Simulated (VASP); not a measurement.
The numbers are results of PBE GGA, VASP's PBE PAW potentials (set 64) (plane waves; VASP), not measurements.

VASP ran on this input.

### KPOINTS
```
Automatic mesh
0
Gamma
14 14 14
0 0 0
```

POSCAR:
```
Al
1
    0.0000000000     2.0250000000     2.0250000000
    2.0250000000     0.0000000000     2.0250000000
    2.0250000000     2.0250000000     0.0000000000
Al
1
Direct
  0.0000000000   0.0000000000   0.0000000000
```

INCAR:
```
# general
SYSTEM  =  Al
PREC    =  Accurate
ENCUT   =  400   # plane-wave cut-off (eV)
LREAL   =  .FALSE.   # projection in real space or not
LASPH   =  .TRUE.   # aspherical one-centre terms

# electronic loop
EDIFF   =  1E-6   # SCF stop (eV)
NELM    =  100
ALGO    =  Normal

# smearing
ISMEAR  =  1
SIGMA   =  0.02

# functional
GGA     =  PE   # PBE

# ions
ISIF    =  2   # forces and stress, cell fixed

# output
LWAVE   =  .FALSE.
LCHARG  =  .FALSE.
```

POTCAR, in this order: Al (PBE.64 set). Program: vasp_std.

Output

OUTCAR:
```
 ion  position               nearest neighbor table
   1  0.000  0.000  0.000-
  LATTYP: Found a face centered cubic cell.
 ALAT       =     4.0500000000
 Subroutine PRICEL returns:
 Original cell was already a primitive cell.
 Subroutine GETGRP returns: Found 48 space group operations
The static configuration has the point symmetry O_h .
The dynamic configuration has the point symmetry O_h .
 Subroutine INISYM returns: Found 48 space group operations
 Subroutine IBZKPT returns following result:
 Found    104 irreducible k-points:

 Following reciprocal coordinates:
            Coordinates               Weight
  0.000000  0.000000  0.000000      1.000000
  0.071429  0.000000  0.000000      8.000000
  0.142857  0.000000  0.000000      8.000000
  0.214286  0.000000  0.000000      8.000000
  0.285714  0.000000  0.000000      8.000000
  0.357143  0.000000  0.000000      8.000000
  0.428571  0.000000  0.000000      8.000000
  0.500000  0.000000  0.000000      4.000000
  0.071429  0.071429  0.000000      6.000000
  0.142857  0.071429  0.000000     24.000000
  0.214286  0.071429  0.000000     24.000000
  0.285714  0.071429  0.000000     24.000000
  0.357143  0.071429  0.000000     24.000000
  0.428571  0.071429  0.000000     24.000000
  0.500000  0.071429  0.000000     24.000000
 -0.428571  0.071429  0.000000     24.000000
 -0.357143  0.071429  0.000000     24.000000
 -0.285714  0.071429  0.000000     24.000000
 -0.214286  0.071429  0.000000     24.000000
 -0.142857  0.071429  0.000000     24.000000
 -0.071429  0.071429  0.000000     12.000000
  0.142857  0.142857  0.000000      6.000000
  0.214286  0.142857  0.000000     24.000000
  0.285714  0.142857  0.000000     24.000000
  0.357143  0.142857  0.000000     24.000000
...
```

File OSZICAR:
```
       N       E                     dE             d eps       ncg     rms          rms(c)
DAV:   1    -0.226864301732E+01   -0.22686E+01   -0.75475E+02  1220   0.254E+02
DAV:   2    -0.374973444138E+01   -0.14811E+01   -0.13434E+01  1365   0.259E+01
DAV:   3    -0.376031326315E+01   -0.10579E-01   -0.99502E-02  1400   0.245E+00
DAV:   4    -0.376034319172E+01   -0.29929E-04   -0.29929E-04  1440   0.126E-01
DAV:   5    -0.376034338118E+01   -0.18945E-06   -0.18945E-06  1400   0.771E-03    0.130E+00
DAV:   6    -0.374716620069E+01    0.13177E-01   -0.17358E-03  1240   0.309E-01    0.755E-01
DAV:   7    -0.373752752107E+01    0.96387E-02   -0.52190E-03  1255   0.501E-01    0.146E-01
DAV:   8    -0.373752357620E+01    0.39449E-05   -0.25164E-05  1300   0.530E-02    0.689E-03
DAV:   9    -0.373752213453E+01    0.14417E-05   -0.10358E-06  1270   0.694E-03    0.118E-03
DAV:  10    -0.373752175366E+01    0.38088E-06   -0.54641E-09   765   0.792E-04
   1 F= -.37375218E+01 E0= -.37375101E+01  d E =-.350410E-04
```

### OUTCAR
```
------------------------ aborting loop because EDIFF is reached ----------------------------------------
  FORCE on cell =-STRESS in cart. coord.  units (eV):
  Direction    XX          YY          ZZ          XY          YZ          ZX
  --------------------------------------------------------------------------------------
  Total       -0.0887843     -0.0887843     -0.0887843     -0.0000000     -0.0000000     -0.0000000
  in kB       -8.5652777     -8.5652777     -8.5652777     -0.0000000     -0.0000000     -0.0000000
  external PRESSURE =      -8.5652777 kB  Pullay stress =       0.0000000 kB
  volume of cell :       16.61
      direct lattice vectors                 reciprocal lattice vectors
     0.000000000  2.025000000  2.025000000    -0.246913580  0.246913580  0.246913580
     2.025000000  0.000000000  2.025000000     0.246913580 -0.246913580  0.246913580
     2.025000000  2.025000000  0.000000000     0.246913580  0.246913580 -0.246913580
 POSITION                                       TOTAL-FORCE (eV/Angst)
 -----------------------------------------------------------------------------------
      0.00000      0.00000      0.00000         0.000000      0.000000      0.000000
 -----------------------------------------------------------------------------------
    total drift:                                0.000000     -0.000000     -0.000000
  FREE ENERGIE OF THE ION-ELECTRON SYSTEM (eV)
  ---------------------------------------------------
  free  energy   TOTEN  =        -3.7375217537 eV

  energy  without entropy=       -3.7374867126  energy(sigma->0) =       -3.73751007
```
(Selected blocks of OUTCAR.)

The compound is Al in the fcc structure. The cell was not relaxed at this level. The run is one of a series of settings (SIGMA = 0.02 against the base run), some of them coarse on purpose.
